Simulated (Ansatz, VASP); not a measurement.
# PbC: VASP beside Ansatz

One calculation is typed for both programs; each brings its own data sets. How far apart do they land? The cell is generated by rule, not measured, and may not be a known phase. The cell is taken from a series of runs on this material, whose earlier steps may have relaxed, scaled, displaced or heated it; both programs get it as it stands.

Calculated with Ansatz 0.2.0; plane waves, with VASP 6.6.1 beside it; relaxation of cell and atoms at PBEsol and zone-centre phonons at PBEsol.

The structure was built from a prototype and need not be the compound's stable phase.

## (1) Set-up

The structure is cubic, space group Pm-3m (No. 221). Conventional cell: a = 3.216 Å, b = 3.216 Å, c = 3.216 Å, α = 90.00°, β = 90.00°, γ = 90.00°. Pb has 8 C at 2.79 Å nearest. Nearest to C lie 8 Pb at 2.79 Å. Farther neighbours are not listed.

## (2) VASP: relaxation of cell and atoms, PBEsol

The relaxed volume is the usual yardstick between codes: in a stiff, nearly cubic crystal its relative difference is about their pressure difference at one cell divided by the bulk modulus.

Lines of VASP's logs that name or quote its potential files are left out, and so is its time.

Input file INCAR:

```
SYSTEM = PbC
PREC = Accurate
ENCUT = 600
EDIFF = 1E-07
NELM = 120
ISMEAR = 1
SIGMA = 0.2
LREAL = .FALSE.
ALGO = Normal
GGA = PS
NBANDS = 15
LORBIT = 11
LWAVE = .FALSE.
LCHARG = .FALSE.
ISIF = 3
IBRION = 2
NSW = 80
EDIFFG = -0.005
LASPH = .TRUE.
GGA_COMPAT = .FALSE.
NELMIN = 4
KPAR = 2
```

Input file POSCAR:

```
PbC
1.0
    3.2163140000      0.0000000000      0.0000000000
    0.0000000000      3.2163140000      0.0000000000
    0.0000000000      0.0000000000      3.2163140000
Pb C
1 1
Direct
    0.0000000000      0.0000000000      0.0000000000
    0.5000000000      0.5000000000      0.5000000000
```

Input file KPOINTS:

```
Automatic mesh
0
Gamma
16 16 16
0 0 0
```

PAW data sets: Pb_d and C (PBE family, release 64).

Run with:

```
mpirun -np 2 vasp_std
```

Numbers of over 12 decimals in the logs are rounded to 6 here.

Output:

```text
[banner, memory and clock lines left out]
running    2 mpi-ranks, on    1 nodes
 distrk:  each k-point on    1 cores,    2 groups
 distr:  one band on    1 cores,    1 groups

 POSCAR found type information on POSCAR PbC
 POSCAR found :  2 types and       2 ions
|                                                                             |
|               ----> ADVICE to this user running VASP <----                  |
|                                                                             |
|     You enforced a specific xc type in the INCAR file but a different       |
|     [... a line on the potential file left out ...]
|     I HOPE YOU KNOW WHAT YOU ARE DOING!                                     |
|                                                                             |

 LDA part: xc-table for (Slater+PW92), standard interpolation
 POSCAR, INCAR and KPOINTS ok, starting setup
 FFT: planning ... GRIDC
 FFT: planning ... GRID_SOFT
 FFT: planning ... GRID
 WAVECAR not read
 entering main loop
       N       E                     dE             d eps       ncg     rms          rms(c)
DAV:   1     0.137270678635E+03    0.13727E+03   -0.99008E+03  5002   0.158E+03
DAV:   2    -0.134732821654E+01   -0.13862E+03   -0.13334E+03  5391   0.365E+02
DAV:   3    -0.933705611228E+01   -0.79897E+01   -0.77567E+01  6246   0.859E+01
DAV:   4    -0.952335851898E+01   -0.18630E+00   -0.18583E+00  5732   0.135E+01
DAV:   5    -0.952980332189E+01   -0.64448E-02   -0.64445E-02  7251   0.251E+00    0.267E+00
DAV:   6    -0.912851651221E+01    0.40129E+00   -0.11224E+00  7762   0.116E+01    0.870E-01
DAV:   7    -0.912454902724E+01    0.39675E-02   -0.73238E-02  5356   0.165E+00    0.577E-01
DAV:   8    -0.911887736244E+01    0.56717E-02   -0.16750E-02  6096   0.958E-01    0.211E-01
DAV:   9    -0.911805371757E+01    0.82364E-03   -0.27574E-03  6368   0.322E-01    0.449E-02
DAV:  10    -0.911806955469E+01   -0.15837E-04   -0.18167E-04  6184   0.140E-01    0.174E-02
DAV:  11    -0.911806721427E+01    0.23404E-05   -0.18409E-05  8033   0.357E-02    0.326E-03
DAV:  12    -0.911806674308E+01    0.47118E-06   -0.23069E-06  6171   0.105E-02    0.122E-03
DAV:  13    -0.911806668917E+01    0.53916E-07   -0.15118E-07  5586   0.264E-03
   1 F= -.91180667E+01 E0= -.91173597E+01  d E =-.911807E+01
 curvature:   0.00 expect dE= 0.000E+00 dE for cont linesearch  0.000E+00
 trial: gam= 0.00000 g(F)=  0.000E+00 g(S)=  0.406E-03 ort = 0.000E+00 (trialstep = 0.100E+01)
 search vector abs. value=  0.406E-03
 bond charge predicted
       N       E                     dE             d eps       ncg     rms          rms(c)
DAV:   1    -0.912308088037E+01   -0.50141E-02   -0.14475E-01  6203   0.740E+00    0.365E-01
DAV:   2    -0.911886599594E+01    0.42149E-02   -0.79968E-03  6231   0.193E+00    0.139E-01
DAV:   3    -0.911819398466E+01    0.67201E-03   -0.25476E-03  6446   0.966E-01    0.134E-02
DAV:   4    -0.911820054011E+01   -0.65554E-05   -0.46268E-05  5293   0.675E-02    0.905E-03
DAV:   5    -0.911820659040E+01   -0.60503E-05   -0.13167E-05  6930   0.282E-02    0.244E-03
DAV:   6    -0.911820728938E+01   -0.69898E-06   -0.80763E-07  7339   0.840E-03    0.143E-03
DAV:   7    -0.911820642216E+01    0.86722E-06   -0.51789E-07  5599   0.470E-03    0.187E-04
DAV:   8    -0.911820637005E+01    0.52106E-07   -0.15609E-08  3693   0.127E-03
   2 F= -.91182064E+01 E0= -.91175589E+01  d E =-.139681E-03
 trial-energy change:   -0.000140  1 .order   -0.000141   -0.000406    0.000124
 step:   0.7634(harm=  0.7655)  dis= 0.00000  next Energy=    -9.118221 (dE=-0.154E-03)
 bond charge predicted
       N       E                     dE             d eps       ncg     rms          rms(c)
DAV:   1    -0.911849330050E+01   -0.28688E-03   -0.81503E-03  6259   0.177E+00    0.863E-02
DAV:   2    -0.911825974338E+01    0.23356E-03   -0.44771E-04  6196   0.452E-01    0.329E-02
DAV:   3    -0.911822147881E+01    0.38265E-04   -0.14370E-04  6447   0.229E-01    0.319E-03
DAV:   4    -0.911822128832E+01    0.19049E-06   -0.25892E-06  5286   0.161E-02    0.216E-03
DAV:   5    -0.911822052425E+01    0.76408E-06   -0.74074E-07  6692   0.681E-03    0.556E-04
DAV:   6    -0.911822037085E+01    0.15340E-06   -0.33406E-08  3707   0.217E-03    0.325E-04
DAV:   7    -0.911822054908E+01   -0.17823E-06   -0.25642E-08  3049   0.207E-03    0.492E-05
DAV:   8    -0.911822055785E+01   -0.87725E-08   -0.49118E-09  2846   0.767E-04
   3 F= -.91182206E+01 E0= -.91175585E+01  d E =-.153869E-03
 curvature:  -0.38 expect dE=-0.275E-08 dE for cont linesearch -0.275E-08
 trial: gam=-0.00419 g(F)=  0.237E-63 g(S)=  0.718E-08 ort = 0.171E-05 (trialstep = 0.953E+00)
 search vector abs. value=  0.100E-09
 reached required accuracy - stopping structural energy minimisation
```

OUTCAR, selected parts (step 2):

```text
ion  position               nearest neighbor table
   1  0.000  0.000  0.000-   2 2.79   2 2.79   2 2.79   2 2.79   2 2.79   2 2.79   2 2.79   2 2.79

  LATTYP: Found a simple cubic cell.
 ALAT       =     3.2163140000

 Subroutine GETGRP returns: Found 48 space group operations
 (whereof 48 operations were pure point group operations)

The static configuration has the point symmetry O_h .

 Found    165 irreducible k-points:

   k-points           NKPTS =    165   k-points in BZ     NKDIM =    165   number of bands    NBANDS=     15

   dimension x,y,z NGX =    28 NGY =   28 NGZ =   28
   dimension x,y,z NGXF=    56 NGYF=   56 NGZF=   56

   ENCUT  =  600.0 eV  44.10 Ry    6.64 a.u.   6.42  6.42  6.42*2*pi/ulx,y,z

   NELECT =      18.0000    total number of electrons

 k-points in reciprocal lattice and weights: Automatic mesh
   0.00000000  0.00000000  0.00000000       0.000
   0.06250000  0.00000000  0.00000000       0.001
   0.12500000  0.00000000  0.00000000       0.001
   0.18750000  0.00000000  0.00000000       0.001
   0.25000000  0.00000000  0.00000000       0.001
   0.31250000  0.00000000  0.00000000       0.001
   0.37500000  0.00000000  0.00000000       0.001
   0.43750000  0.00000000  0.00000000       0.001
   0.50000000  0.00000000  0.00000000       0.001
[...]
0.50000000  0.50000000  0.43750000       0.001
   0.50000000  0.50000000  0.50000000       0.000

 average (electrostatic) potential at core
       1 -88.8734       2 -47.6145

 E-fermi :   7.9912

 k-point     1 :       0.0000    0.0000    0.0000
  band No.  band energies     occupation
    ...
      6      -5.8334      2.00000
      7       4.1405      2.00000
      8       7.2215      2.00000
      9       7.2215      2.00000
     10       7.2215      2.00000
     11      16.0072      0.00000
     12      16.0072      0.00000
     13      17.4281      0.00000
     14      17.4281      0.00000
     15      17.4281      0.00000

 k-point     2 :       0.0625    0.0000    0.0000
  band No.  band energies     occupation
    ...
      6      -5.7760      2.00000
      7       3.9324      2.00000
      8       7.2708      2.00000
      9       7.2708      2.00000
     10       7.2943      2.00001
     11      15.7753      0.00000
     12      16.0322      0.00000
     13      17.3384      0.00000
     14      17.3384      0.00000
     15      17.6791      0.00000

 k-point     3 :       0.1250    0.0000    0.0000
  band No.  band energies     occupation
    ...
      6      -5.6029      2.00000
      7       3.3738      2.00000
      8       7.4151      2.00036
      9       7.4151      2.00036
     10       7.4792      2.00176
     11      15.1754      0.00000
     12      16.1068      0.00000
     13      17.0725      0.00000
     14      17.0725      0.00000
     15      18.3569      0.00000

  Total       -0.0003151     -0.0003151     -0.0003151      0.0000000      0.0000000      0.0000000
  in kB       -0.0152340     -0.0152340     -0.0152340      0.0000000      0.0000000      0.0000000
  external PRESSURE =      -0.0152340 kB  Pullay stress =       0.0000000 kB

  energy-cutoff  :      600.00
  volume of cell :       33.13
      direct lattice vectors                 reciprocal lattice vectors
     3.211879411 -0.000000000 -0.000000000     0.311344192  0.000000000 -0.000000000
    -0.000000000  3.211879411 -0.000000000     0.000000000  0.311344192 -0.000000000
     0.000000000  0.000000000  3.211879411     0.000000000  0.000000000  0.311344192

 POSITION                                       TOTAL-FORCE (eV/Angst)
 -----------------------------------------------------------------------------------
      0.00000      0.00000      0.00000        -0.000000     -0.000000     -0.000000
      1.60594      1.60594      1.60594         0.000000      0.000000      0.000000
 -----------------------------------------------------------------------------------
    total drift:                               -0.000000      0.000000     -0.000000

  FREE ENERGIE OF THE ION-ELECTRON SYSTEM (eV)
  ---------------------------------------------------
  free  energy   TOTEN  =        -9.1182205579 eV

  energy  without entropy=       -9.1162343758  energy(sigma->0) =       -9.11755850

 reached required accuracy - stopping structural energy minimisation

 total charge
# of ion       s       p       d       tot
------------------------------------------
    1        1.377   0.691   9.866  11.933
    2        0.987   1.107   0.000   2.094
--------------------------------------------------
tot          2.364   1.798   9.866  14.027

[... 3 further parts left out ...]
```

CONTCAR:

```
PbC
   1.00000000000000
     3.2118794110905196   -0.0000000000000000   -0.0000000000000000
    -0.0000000000000000    3.2118794110905196   -0.0000000000000000
     0.0000000000000000    0.0000000000000000    3.2118794110905196
  Pb              C
     1     1
Direct
     0.0000000000000000    0.0000000000000000    0.0000000000000000
     0.5000000000000000    0.5000000000000000    0.5000000000000000
```

## (3) Ansatz: relaxation of cell and atoms, PBEsol

Ansatz runs on its default PAW (the set named soft_2) files.

The same cell, functional, mesh and smearing now go to Ansatz, which takes its cutoff from its data sets.

Input file input.yaml:

```yaml
crystal:
  lattice:
    - [3.2163140716, 0.0, 0.0]
    - [0.0, 3.2163140716, 0.0]
    - [0.0, 0.0, 3.2163140716]
  atoms:
    - { symbol: Pb, position: [0.0, 0.0, 0.0] }
    - { symbol: C, position: [0.5, 0.5, 0.5] }
kpoints:
  mp_grid: { grid: [16, 16, 16] }
hamiltonian:
  xc: pbesol
scf:
  occupations: { method: methfessel_paxton, width: 0.2 }
output:
  forces: true
  stress: true
  eigenvalues: true
relax:
  adjacent_minimum: "off"
  f_tol: 0.001
  max_steps: 60
  cell: { stress_tol: 0.01 }
```

Run with:

```
ansatz run input.yaml --threads 8 --pin off --max-ram 14336MiB --backend cpu --events-out ev --progress --plain --runs-dir out
```

Output:

```text
Engine: ansatz 0.2.0, x86_64-unknown-linux-gnu
Pseudopotentials: kind: paw
Pseudopotential: Pb, paw, valence charge 14, recommended cutoff 420 eV (normal), Pb.paw.azcp
Pseudopotential: C, paw, valence charge 4, recommended cutoff 420 eV (normal), C.paw.azcp
Functional definition: PBEsol
  exchange = pbesol_x
  correlation = pbesol_c
Crystal: 2 atoms, lattice volume = 33.272 Å³
Basis set: ecut = 420 eV, 619 PW (Γ), exchange–correlation on 48×48×48 points (8 copies of the dense FFT grid, shifted against one another)
Bands: 13, of which v1, the nominal top of the filled ones, is band 9 counted from 1 (8 counted from 0)
Symmetry: 48 space group operations
Space group: Pm-3m (ITA 221), of the structure as read, at distance tolerance 3.2e-5 Å
k-points: 165 of 4096
Non-local potential: Pb, projectors of the file, l = 0: 2, l = 1: 2, l = 2: 2, l = 3: 2
Non-local potential: C, projectors of the file, l = 0: 2, l = 1: 2, l = 2: 1
PAW form: soft (Blöchl's): semilocal exchange-correlation on the pseudo side does not see the compensation charge
PAW frozen core: Pb, regenerated for the run's functional, and the local potential with it (the file was generated under x = pbe(κ = 0.804, μ = 0.219515), c = pbe(β = 0.066725))
PAW frozen core: C, regenerated for the run's functional, and the local potential with it (the file was generated under x = pbe(κ = 0.804, μ = 0.219515), c = pbe(β = 0.066725))
PAW one-centre angular grid: Pb, 590 points (default); XC on 64 Gauss nodes
PAW one-centre angular grid: C, 110 points (default); XC on 64 Gauss nodes
Initial density: superposition of atomic densities (neutral atoms: chi_scale 0, normalization atom), corrected by the library's trained network
Initial wavefunctions: pseudopotential atomic-orbital guess
Functional: x = pbesol(κ = 0.804, μ = 0.123457), c = pbesol(β = 0.046)
SCF iter   1: F=—  HF=-11997.106125 eV  |F-HF|=—  |Δ(HF+E_count)|=         —  Δρ=7.61e-3  dr2=2.88e-2  ethr=1.77e-3  ⟨swp⟩=5.8  Hψ=26917  notcnv=0  defer=23
automatic band count: the SCF goes on with 17 bands, as 13 were too few: the levels above may hold too much charge
preconditioner: auto → none  [metal: Δε(μ)=0.011 eV  Ē_g=20.864 eV  σ=0.200 eV  W_gap=0.05  n_scr=6 (ndim 8)  ℏωp=27.3 eV  f_vac=0.000  D(μ)=1.58/eV (n_scr^D=18)  sad-step TF]
SCF iter   2: F=—  HF=-11997.101959 eV  |F-HF|=—  |Δ(HF+E_count)|=   4.17e-3  S|Δr|=    0.00e0  Δρ=5.77e-3  dr2=1.71e-2  ethr=1.60e-4  ⟨swp⟩=1.0  Hψ=4129  notcnv=0  defer=23
SCF iter   3: F=—  HF=-11997.097909 eV  |F-HF|=—  |Δ(HF+E_count)|=   4.05e-3  S|Δr|=    0.00e0  Δρ=1.47e-3  dr2=1.25e-3  ethr=9.51e-5  ⟨swp⟩=1.1  Hψ=2446  notcnv=0  defer=23
SCF iter   4: F=—  HF=-11997.097799 eV  |F-HF|=—  |Δ(HF+E_count)|=   1.11e-4  S|Δr|=    0.00e0  Δρ=1.09e-3  dr2=3.66e-4  ethr=6.95e-6  ⟨swp⟩=2.2  Hψ=3903  notcnv=0  defer=23
SCF iter   5: F=—  HF=-11997.097609 eV  |F-HF|=—  |Δ(HF+E_count)|=   1.90e-4  S|Δr|=    0.00e0  Δρ=1.27e-4  dr2=5.02e-6  ethr=2.04e-6  ⟨swp⟩=2.0  Hψ=3641  notcnv=0  defer=23
SCF iter   6: F=—  HF=-11997.097609 eV  |F-HF|=—  |Δ(HF+E_count)|=   4.80e-7  S|Δr|=    0.00e0  Δρ=7.25e-6  dr2=1.41e-8  ethr=5.56e-10  ⟨swp⟩=8.8  Hψ=17341  notcnv=0
SCF iter   7: F=-11997.097609 eV  HF=-11997.097609 eV  |F-HF|=2.73e-11  |Δ(HF+E_count)|=  7.46e-11  S|Δr|=    0.00e0  Δρ=7.37e-7  dr2=1.43e-10  ethr=7.81e-11  ⟨swp⟩=2.1  Hψ=7855  notcnv=0
SCF 1 converged in 7 iterations: F = -11997.097609 eV  dr2 = 1.43e-10
  greatest PAW one-centre occupation: 0.980 electrons in one spin orbital (limit 2), on the Pb atom at site 0 (counted from 0), in its partial waves of l = 2
relax step   1: F+E_penalty+E_count = -11997.09760902 eV  Δ(F+E_penalty+E_count) = +0.000e0 eV  max|allowed force component| = 2.695e-30 eV/Å  Δτ_max = 0.0000 Å  P = -0.406 GPa  Ω = 33.272 Å³  (7 SCF iters, dr2 threshold 1.00e-7 eV, accepted)
[...]
relax step   3: F+E_penalty+E_count = -11997.09795753 eV  Δ(F+E_penalty+E_count) = -3.485e-4 eV  max|allowed force component| = 1.709e-30 eV/Å  Δτ_max = 0.0000 Å  P = -0.006 GPa  Ω = 33.117 Å³  energy of the carried Pulay correction = +1.493e-4 eV  (7 SCF iters, accepted)
[...]
relax step   4: F+E_penalty+E_count = -11997.09782210 eV  Δ(F+E_penalty+E_count) = +1.354e-4 eV  max|allowed force component| = 1.578e-30 eV/Å  Δτ_max = 0.0000 Å  P = -0.011 GPa  Ω = 33.117 Å³  stress off target by 1.12e-2 GPa  SCF on the basis re-selected at this cell (its energy is not comparable with the rows above)  (5 SCF iters)
[...]
relax step   5: F+E_penalty+E_count = -11997.09782629 eV  Δ(F+E_penalty+E_count) = -4.197e-6 eV  max|allowed force component| = 6.081e-31 eV/Å  Δτ_max = 0.0000 Å  P = -0.000 GPa  Ω = 33.113 Å³  energy of the carried Pulay correction = +4.048e-6 eV  (3 SCF iters, dr2 threshold 3.13e-10 eV, accepted)
[...]
relax step   6: F+E_penalty+E_count = -11997.09782629 eV  Δ(F+E_penalty+E_count) = -9.095e-11 eV  max|allowed force component| = 6.122e-31 eV/Å  Δτ_max = 0.0000 Å  P = -0.000 GPa  Ω = 33.113 Å³  stress off target by 3.22e-4 GPa  SCF on the basis re-selected at this cell (its energy is not comparable with the rows above)  (5 SCF iters)
basis re-selected at this cell: Δ(F+E_penalty+E_count) = -9.095e-11 eV, ΔP = -0.000 GPa vs the last step (what re-selecting the basis moved, of the pressure what is left beyond the Pulay correction that the steps carried, after the strain that the cell walked since its last selection, with what the two solves' SCF thresholds leave and, on support functions, any second-order correction that the steps lacked; it is no  [...]
SCF converged after 5 iterations
Stability not checked: this state was not tested for a lower state beside it, because cold or Methfessel-Paxton smearing, or corrected tetrahedra, fill the levels in a way that the test cannot read (fill_not_monotonic; see scf.lower_state_search)
Free energy (F): -11997.097826 eV
Harris-Foulkes:  -11997.097826 eV  (|F-HF|=5.46e-12)
Internal energy: -11997.095940 eV  (E = F + TS)
E sigma→0 (E₀):  -11997.097355 eV
Entropy (-TS):   -0.001886 eV (-0.943 meV/atom)
Fermi energy:    11.989659 eV
--- Per-component energies (eV) ---
  E_band       = 6.519659
  E_kinetic    = 368.055749
  E_local      = -950.532253  (includes V_loc(G=0)·N_el)
  E_nonlocal   = 380.744371
  E_hartree    = 369.350515
  E_xc         = -264.605345
  E_vxc        = -189.325163  (∫ρ·V_xc dr)
  E_paw        = -10350.176089  (= ΣΔE_a)
  E_vpaw       = -341.124133  (= ΣTr[D̂ρ^β])
  E_aug_tail   = 0.000048  (compensation charges beyond the density's cutoff)
  E_ewald      = -1550.016154
  E_core_change = 0.083217  (= ΣΔE_core)
  E_smearing   = -0.001886  (= −TS)
  E_closure    = 0.000000  (closes the sum)
  Σ components = -11997.097826   (vs F -11997.097826, Δ=0.00e0)
--- Forces (eV/Å), atoms counted from 1 ---
  atom   1  Pb    -0.00000000    -0.00000000    -0.00000000
  atom   2  C      0.00000000    -0.00000000     0.00000000
  max |Σ_I F_I| component: 8.79e-31 eV/Å
--- Stress (GPa, compression-positive) ---
       -0.000322       0.000000       0.000000
        0.000000      -0.000322       0.000000
        0.000000       0.000000      -0.000322
  P = ⅓ Tr σ = -0.0003 GPa (-0.003 kbar)
--- Band table (eV; the first three rows and the last of 165) ---
  k-point 0: bands = [... 5 lower, -1.8361, 8.1471, 11.2177, 11.2177, 11.2177, 20.0056, 20.0056, 21.4340, ... 4 higher]
  k-point 1: bands = [... 5 lower, -1.7786, 7.9382, 11.2665, 11.2665, 11.2905, 19.7755, 20.0305, 21.3436, ... 4 higher]
  k-point 2: bands = [... 5 lower, -1.6054, 7.3782, 11.4108, 11.4108, 11.4768, 19.1773, 20.1045, 21.0771, ... 4 higher]
  k-point 164: bands = [... 5 lower, 4.0468, 7.9678, 10.5298, 10.5298, 10.5298, 11.7070, 11.7070, 11.7070, ... 4 higher]
--- Relaxed structure (4 steps of the walk, 3 accepted, 2 SCFs on fresh bases) ---
  F+E_penalty+E_count = -11997.09782629 eV   max|allowed force component| = 6.122e-31 eV/Å   (the final SCF, on the basis selected at the relaxed cell)
  cell:  # Å, volume = 33.1132 Å³
    - [3.211198, 0, 0]
    - [0, 3.211198, 0]
    - [0, 0, 3.211198]
  atoms:
    - { symbol: Pb, position: [0, 0, 0] }
    - { symbol: C, position: [0.5, 0.5, 0.5] }
```

Reading the cycles: dr2 is the Hartree energy of the density residual (eV), the measure of convergence; HF is the Harris–Foulkes estimate of the energy, which meets the free energy F at convergence.

## (4) Side by side

Known differences besides the potentials themselves: the cutoff is 420 eV in Ansatz and 600 eV in VASP; Ansatz makes its cores anew for this functional, VASP keeps those of its PBE data sets; Ansatz adds a Pulay correction to the stress that steers its cell, VASP none. Total energies have different zeros and are not compared.

The two programs side by side:

```tsv
quantity	Ansatz	VASP	difference
volume (Å³)	33.11	33.13	-0.06 %
edge a after relaxation, in the typed setting (Å)	3.211	3.212	-0.02 %
```

[end of part 1 of 2]

[Lines on the potential files, build, host, timing and source positions are cut from VASP's logs without a mark.]

[Logs are printed without paths, hosts, clocks, repeated set-up lines and the standing remarks that a program may print on its own settings, such as how far it seeks lower states.]

[Hosts, paths, dates, database ids (printed as entryN), source tags and the programs' standing remarks are cut or masked in the printed files.]
